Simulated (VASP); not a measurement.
Output of a VASP run:

File OSZICAR:
```
       N       E                     dE             d eps       ncg     rms          rms(c)
DAV:   1    -0.240530632911E+01   -0.24053E+01   -0.34114E+03   560   0.792E+02
DAV:   2    -0.209900942067E+02   -0.18585E+02   -0.18311E+02   880   0.856E+01
DAV:   3    -0.212164379594E+02   -0.22634E+00   -0.22634E+00   688   0.117E+01
DAV:   4    -0.212174731587E+02   -0.10352E-02   -0.10352E-02   880   0.899E-01
DAV:   5    -0.212174740108E+02   -0.85214E-06   -0.85214E-06   720   0.212E-02    0.612E+00
DAV:   6    -0.199897567985E+02    0.12277E+01   -0.20143E-01   576   0.521E+00    0.403E+00
DAV:   7    -0.207141718076E+02   -0.72442E+00   -0.45233E-01   592   0.577E+00    0.477E-01
DAV:   8    -0.200126269463E+02    0.70154E+00   -0.19609E-01   560   0.541E+00    0.302E-01
DAV:   9    -0.199949648277E+02    0.17662E-01   -0.78153E-02   664   0.369E+00    0.187E-01
DAV:  10    -0.200128828694E+02   -0.17918E-01   -0.80834E-03   576   0.102E+00    0.144E-01
DAV:  11    -0.200173783344E+02   -0.44955E-02   -0.64507E-03   616   0.132E+00    0.803E-02
DAV:  12    -0.200140161011E+02    0.33622E-02   -0.14237E-02   592   0.157E+00    0.162E-02
DAV:  13    -0.200141950526E+02   -0.17895E-03   -0.54057E-04   664   0.385E-01    0.947E-03
DAV:  14    -0.200141840504E+02    0.11002E-04   -0.44214E-05   816   0.974E-02    0.926E-03
DAV:  15    -0.200142091112E+02   -0.25061E-04   -0.31861E-05   616   0.871E-02    0.263E-03
DAV:  16    -0.200142149031E+02   -0.57919E-05   -0.38411E-05   624   0.119E-01    0.543E-03
DAV:  17    -0.200141874038E+02    0.27499E-04   -0.28774E-05   640   0.870E-02    0.266E-03
DAV:  18    -0.200141867521E+02    0.65172E-06   -0.28669E-06   872   0.224E-02    0.157E-03
DAV:  19    -0.200141868239E+02   -0.71820E-07   -0.11537E-08   440   0.104E-03
   1 F= -.20014187E+02 E0= -.20014187E+02  d E =0.000000E+00
       N       E                     dE             ncg
       N       E                     dE             ncg
```

OUTCAR:
```
------------------------ aborting loop because EDIFF is reached ----------------------------------------
  FORCE on cell =-STRESS in cart. coord.  units (eV):
  Direction    XX          YY          ZZ          XY          YZ          ZX
  --------------------------------------------------------------------------------------
  Total       -0.0060238     -0.0060238     -0.0060238      0.0000000      0.0000000     -0.0000000
  in kB       -0.2414129     -0.2414129     -0.2414129      0.0000000      0.0000000     -0.0000000
  external PRESSURE =      -0.2414129 kB  Pullay stress =       0.0000000 kB
  volume of cell :       39.98
      direct lattice vectors                 reciprocal lattice vectors
     0.000000000  2.713917416  2.713917416    -0.184235525  0.184235525  0.184235525
     2.713917416  0.000000000  2.713917416     0.184235525 -0.184235525  0.184235525
     2.713917416  2.713917416  0.000000000     0.184235525  0.184235525 -0.184235525
 POSITION                                       TOTAL-FORCE (eV/Angst)
 -----------------------------------------------------------------------------------
      0.00000      0.00000      0.00000         0.000000      0.000000      0.000000
      1.35696      1.35696      1.35696        -0.000000     -0.000000     -0.000000
 -----------------------------------------------------------------------------------
    total drift:                               -0.000000     -0.000000     -0.000000
  FREE ENERGIE OF THE ION-ELECTRON SYSTEM (eV)
  ---------------------------------------------------
  free  energy   TOTEN  =       -20.0141868239 eV

  energy  without entropy=      -20.0141868239  energy(sigma->0) =      -20.01418682

 total charge

# of ion       s       p       d       tot
------------------------------------------
    1        0.743   0.965   0.000   1.708
    2        0.743   0.965   0.000   1.708
--------------------------------------------------
tot          1.487   1.929   0.000   3.416
```
(Selected blocks of OUTCAR.)

**POSCAR**
```
Si
1
    0.0000000000     2.7139174157     2.7139174157
    2.7139174157    -0.0000000000     2.7139174157
    2.7139174157     2.7139174157     0.0000000000
Si
2
Direct
  0.0000000000   0.0000000000   0.0000000000
  0.2500000000   0.2500000000   0.2500000000
```

Problem. Reconstruct the remaining input files.

Solution. This is not unique; one that fits is the input of the run itself, SCAN meta-GGA, plane waves, VASP's PBE PAW potentials (set 64).

**INCAR**
```
# general
SYSTEM   =  Si
PREC     =  Accurate
ENCUT    =  520
LREAL    =  .FALSE.   # projection in real space or not
LASPH    =  .TRUE.   # aspherical one-centre terms

# electronic loop
EDIFF    =  1E-7   # SCF stop (eV)
NELM     =  100
ALGO     =  Normal   # blocked Davidson
LMIXTAU  =  .TRUE.

# smearing
ISMEAR   =  -5

# functional
METAGGA  =  SCAN

# ions
ISIF     =  2

# output
LWAVE    =  .FALSE.
LCHARG   =  .FALSE.
LORBIT   =  11   # lm-projected
NEDOS    =  601   # DOS grid
```

**KPOINTS_OPT**
```
k-points along high-symmetry lines
10
Line-mode
Reciprocal
  0.000000   0.000000   0.000000 ! GAMMA
  0.500000   0.000000   0.500000 ! X

  0.500000   0.000000   0.500000 ! X
  0.625000   0.250000   0.625000 ! U

  0.375000   0.375000   0.750000 ! K
  0.000000   0.000000   0.000000 ! GAMMA

  0.000000   0.000000   0.000000 ! GAMMA
  0.500000   0.500000   0.500000 ! L

  0.500000   0.500000   0.500000 ! L
  0.500000   0.250000   0.750000 ! W

  0.500000   0.250000   0.750000 ! W
  0.500000   0.000000   0.500000 ! X
```

File KPOINTS:
```
Automatic
0
gamma
 9 9 9
0 0 0
```

POTCAR, in this order: Si (PBE.64 set). Program: vasp_std.

The compound is Si in the diamond structure. It was relaxed first.
